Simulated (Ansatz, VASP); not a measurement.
# Sb (antimonene bilayer, AA'): VASP beside Ansatz

Aim: how closely do two programs agree when they are given the same cell, functional and k mesh? The cell is taken from a series of runs on this material, whose earlier steps may have relaxed, scaled, displaced or heated it; both programs get it as it stands.

Calculated with Ansatz 0.2.0; plane waves, with VASP 6.6.1 beside it; single point at PBE, spin-orbit coupling.

## 1. Starting point

The cell holds 4 atoms: 4 Sb. Its edges and angles: a = 3.996 Å, b = 3.996 Å, c = 25.152 Å, α = 90.0°, β = 90.0°, γ = 120.0°. Vacuum lies along c.

## 2. VASP: single point, PBE, spin-orbit coupling

A single point gives forces, pressure and levels at one fixed geometry, so differences don't come from the geometry; what else differs is listed under the comparison.

Lines of VASP's logs that name or quote its potential files are left out, and so is its time.

INCAR reads:

```
SYSTEM = Sb
PREC = Accurate
ENCUT = 400
EDIFF = 1E-06
NELM = 200
ISMEAR = -1
SIGMA = 0.02585
LREAL = .FALSE.
ALGO = Normal
GGA = PE
LNONCOLLINEAR = .TRUE.
MAGMOM = 0 0 0 0 0 0 0 0 0 0 0 0
NBANDS = 32
GGA_COMPAT = .FALSE.
LASPH = .TRUE.
LSORBIT = .TRUE.
LORBIT = 11
LWAVE = .FALSE.
LCHARG = .FALSE.
ISIF = 2
LDIPOL = .TRUE.
IDIPOL = 3
DIPOL = 0.5 0.5 0.5
LVHAR = .TRUE.
EFERMI = MIDGAP
NELMDL = -8
KPAR = 2
```

POSCAR reads:

```
Sb
1.0
    3.9959055679      0.0000000000      0.0000000000
   -1.9979527839      3.4605557329      0.0000000000
    0.0000000000      0.0000000000     25.1516206376
Sb
4
Direct
    0.6666666667      0.3333333333      0.3578298246
    0.3333333333      0.6666666667      0.4234912791
    0.3333333333      0.6666666667      0.5765087209
    0.6666666667      0.3333333333      0.6421701754
```

KPOINTS reads:

```
Automatic mesh
0
Gamma
12 12 1
0 0 0
```

PAW data sets: Sb (PBE family, release 64).

Run with:

```bash
$ mpirun -np 2 vasp_ncl
```

Numbers of over 12 decimals in the logs are rounded to 6 here.

Output:

```text
[banner, memory and clock lines left out]
running    2 mpi-ranks, on    1 nodes
 distrk:  each k-point on    1 cores,    2 groups
 distr:  one band on    1 cores,    1 groups

 POSCAR found type information on POSCAR Sb
 POSCAR found :  1 types and       4 ions
 LDA part: xc-table for (Slater+PW92), standard interpolation
 POSCAR, INCAR and KPOINTS ok, starting setup
 FFT: planning ... GRIDC
 FFT: planning ... GRID_SOFT
 FFT: planning ... GRID
 WAVECAR not read
 entering main loop
       N       E                     dE             d eps       ncg     rms          rms(c)
DAV:   1     0.105033027059E+03    0.10503E+03   -0.49250E+03  1984   0.700E+02
DAV:   2    -0.464404260463E+01   -0.10968E+03   -0.10592E+03  2800   0.139E+02
DAV:   3    -0.160534859623E+02   -0.11409E+02   -0.11298E+02  2496   0.491E+01
DAV:   4    -0.164144083604E+02   -0.36092E+00   -0.35988E+00  2624   0.104E+01
DAV:   5    -0.164265852530E+02   -0.12177E-01   -0.12175E-01  2664   0.227E+00
DAV:   6    -0.164269374269E+02   -0.35217E-03   -0.35217E-03  2632   0.365E-01
DAV:   7    -0.164269550601E+02   -0.17633E-04   -0.17633E-04  2712   0.791E-02
DAV:   8    -0.164269559417E+02   -0.88159E-06   -0.88154E-06  2440   0.154E-02    0.521E+00
DAV:   9    -0.163599434775E+02    0.67012E-01   -0.36888E-02  2248   0.910E-01    0.320E+00
DAV:  10    -0.163309575213E+02    0.28986E-01   -0.24703E-02  2368   0.784E-01    0.190E+00
DAV:  11    -0.163225214189E+02    0.84361E-02   -0.23089E-02  2384   0.767E-01    0.118E-01
DAV:  12    -0.163231544882E+02   -0.63307E-03   -0.25516E-03  2208   0.250E-01    0.345E-02
DAV:  13    -0.163231692530E+02   -0.14765E-04   -0.21128E-04  2712   0.801E-02    0.193E-02
DAV:  14    -0.163231824015E+02   -0.13148E-04   -0.64365E-05  2336   0.353E-02    0.111E-02
DAV:  15    -0.163232173930E+02   -0.34992E-04   -0.36916E-05  2240   0.252E-02    0.715E-03
DAV:  16    -0.163232990031E+02   -0.81610E-04   -0.13915E-05  2160   0.139E-02    0.526E-03
DAV:  17    -0.163233503556E+02   -0.51353E-04   -0.96444E-06  2160   0.101E-02    0.183E-03
DAV:  18    -0.163233740049E+02   -0.23649E-04   -0.26531E-06  2200   0.567E-03    0.105E-03
DAV:  19    -0.163233828350E+02   -0.88302E-05   -0.87974E-07  1912   0.297E-03    0.563E-04
DAV:  20    -0.163233871839E+02   -0.43488E-05   -0.81436E-08  1744   0.111E-03    0.442E-04
DAV:  21    -0.163233937407E+02   -0.65569E-05   -0.10969E-06  1824   0.219E-03    0.287E-04
DAV:  22    -0.163233976617E+02   -0.39209E-05   -0.90542E-08  1504   0.809E-04    0.117E-04
DAV:  23    -0.163234005847E+02   -0.29230E-05   -0.13121E-07  1664   0.796E-04    0.843E-05
DAV:  24    -0.163234011140E+02   -0.52933E-06   -0.12089E-08  1336   0.293E-04
   1 F= -.16323401E+02 E0= -.16323400E+02  d E =-.308177E-05  mag=    -0.0000    -0.0000     0.0000
```

OUTCAR, selected parts (step 2):

```text
ion  position               nearest neighbor table
   1  0.667  0.333  0.358-   2 2.84   2 2.84   2 2.84
   2  0.333  0.667  0.423-   1 2.84   1 2.84   1 2.84
   3  0.333  0.667  0.577-   4 2.84   4 2.84   4 2.84
   4  0.667  0.333  0.642-   3 2.84   3 2.84   3 2.84

  LATTYP: Found a hexagonal cell.
 ALAT       =     3.9959055679
 C/A-ratio  =     6.2943481046

 Subroutine GETGRP returns: Found 12 space group operations
 (whereof 12 operations were pure point group operations)

The static configuration has the point symmetry D_3h.

 Found     31 irreducible k-points:

   k-points           NKPTS =     31   k-points in BZ     NKDIM =     31   number of bands    NBANDS=     32

   dimension x,y,z NGX =    28 NGY =   28 NGZ =  168
   dimension x,y,z NGXF=    56 NGYF=   56 NGZF=  336

   ENCUT  =  400.0 eV  29.40 Ry    5.42 a.u.   6.52  6.52 41.02*2*pi/ulx,y,z

   NELECT =      20.0000    total number of electrons

 k-points in reciprocal lattice and weights: Automatic mesh
   0.00000000  0.00000000  0.00000000       0.007
   0.08333333  0.00000000  0.00000000       0.021
  -0.08333333  0.00000000  0.00000000       0.021
   0.16666667  0.00000000  0.00000000       0.021
  -0.16666667 -0.00000000  0.00000000       0.021
   0.25000000  0.00000000  0.00000000       0.021
  -0.25000000 -0.00000000  0.00000000       0.021
   0.33333333  0.00000000  0.00000000       0.021
  -0.33333333 -0.00000000  0.00000000       0.021
[...]
-0.33333333 -0.25000000  0.00000000       0.042
   0.33333333  0.33333333  0.00000000       0.014

 dipolmoment           0.000000      0.000000      0.000000 electrons x Angstroem

 average (electrostatic) potential at core
       1 -93.0725       2 -93.0758       3 -93.0758       4 -93.0725

 E-fermi :  -0.1478

 k-point     1 :       0.0000    0.0000    0.0000
  band No.  band energies     occupation
    ...
     16      -0.6497      1.00000
     17      -0.4230      0.99998
     18      -0.4230      0.99998
     19      -0.3490      0.99958
     20      -0.3490      0.99958
     21       0.9424      0.00000
     22       0.9424      0.00000
     23       1.3395      0.00000
     24       1.3395      0.00000
     25       1.9584      0.00000
    ...

 k-point     2 :       0.0833    0.0000    0.0000
  band No.  band energies     occupation
    ...
     16      -0.9925      1.00000
     17      -0.7548      1.00000
     18      -0.7548      1.00000
     19      -0.6487      1.00000
     20      -0.6487      1.00000
     21       1.3745      0.00000
     22       1.3745      0.00000
     23       1.6132      0.00000
     24       1.6132      0.00000
     25       2.0511      0.00000
    ...

 k-point     3 :      -0.0833    0.0000    0.0000
  band No.  band energies     occupation
    ...
     16      -0.9925      1.00000
     17      -0.7548      1.00000
     18      -0.7548      1.00000
     19      -0.6487      1.00000
     20      -0.6487      1.00000
     21       1.3745      0.00000
     22       1.3745      0.00000
     23       1.6132      0.00000
     24       1.6132      0.00000
     25       2.0511      0.00000
    ...

  Total        3.1598511      3.1598511      2.3771438      0.0000000      0.0000000      0.0000000
  in kB       14.5562720     14.5562720     10.9506273      0.0000000      0.0000000      0.0000000
  external PRESSURE =      13.3543905 kB  Pullay stress =       0.0000000 kB

  energy-cutoff  :      400.00
  volume of cell :      347.80
      direct lattice vectors                 reciprocal lattice vectors
     3.995905568  0.000000000  0.000000000     0.250256164  0.144485464  0.000000000
    -1.997952784  3.460555733  0.000000000     0.000000000  0.288970928  0.000000000
     0.000000000  0.000000000 25.151620638     0.000000000  0.000000000  0.039758869

 POSITION                                       TOTAL-FORCE (eV/Angst)
 -----------------------------------------------------------------------------------
      1.99795      1.15352      9.00000         0.000000      0.000000     -0.468572
     -0.00000      2.30704     10.65149        -0.000000      0.000000      0.249184
     -0.00000      2.30704     14.50013        -0.000000     -0.000000     -0.249184
      1.99795      1.15352     16.15162         0.000000      0.000000      0.468572
 -----------------------------------------------------------------------------------
    total drift:                                0.000000     -0.000000      0.000000

  FREE ENERGIE OF THE ION-ELECTRON SYSTEM (eV)
  ---------------------------------------------------
  free  energy   TOTEN  =       -16.3234011140 eV

  energy  without entropy=      -16.3233980322  energy(sigma->0) =      -16.32339957

 vacuum level on the upper side and lower side of the slab         3.971         3.971

 Spin-Orbit-Coupling matrix elements
 Ion:    1  E_soc:     -0.1312835
 Ion:    2  E_soc:     -0.1293608
 Ion:    3  E_soc:     -0.1293608
 Ion:    4  E_soc:     -0.1312835

 total charge
# of ion       s       p       d       tot
------------------------------------------
    1        1.210   1.189   0.031   2.429
    2        1.215   1.188   0.031   2.434
    3        1.215   1.188   0.031   2.434
    4        1.210   1.189   0.031   2.429
--------------------------------------------------
tot          4.849   4.754   0.123   9.727

 magnetization (x)
# of ion       s       p       d       tot
------------------------------------------
    1       -0.000   0.000   0.000  -0.000
    2       -0.000   0.000   0.000  -0.000
    3        0.000   0.000  -0.000   0.000
    4       -0.000   0.000   0.000   0.000
--------------------------------------------------
tot         -0.000   0.000   0.000   0.000

 magnetization (y)
# of ion       s       p       d       tot
------------------------------------------
    1        0.000  -0.000   0.000  -0.000
    2        0.000   0.000   0.000   0.000
    3        0.000   0.000  -0.000  -0.000
    4        0.000  -0.000   0.000  -0.000
--------------------------------------------------
tot          0.000  -0.000  -0.000  -0.000

 magnetization (z)
# of ion       s       p       d       tot
------------------------------------------
    1        0.000   0.000   0.000   0.000
    2        0.000   0.000   0.000   0.000
    3       -0.000   0.000   0.000   0.000
    4       -0.000   0.000   0.000   0.000
--------------------------------------------------
tot         -0.000   0.000   0.000   0.000

[... 3 further parts left out ...]
```

[end of part 1 of 2]

[Lines on the potential files, build, host, timing and source positions are cut from VASP's logs without a mark.]

[Logs are printed without paths, hosts, clocks, repeated set-up lines and the standing remarks that a program may print on its own settings, such as how far it seeks lower states.]

[Hosts, paths, dates, database ids (printed as entryN), source tags and the programs' standing remarks are cut or masked in the printed files.]
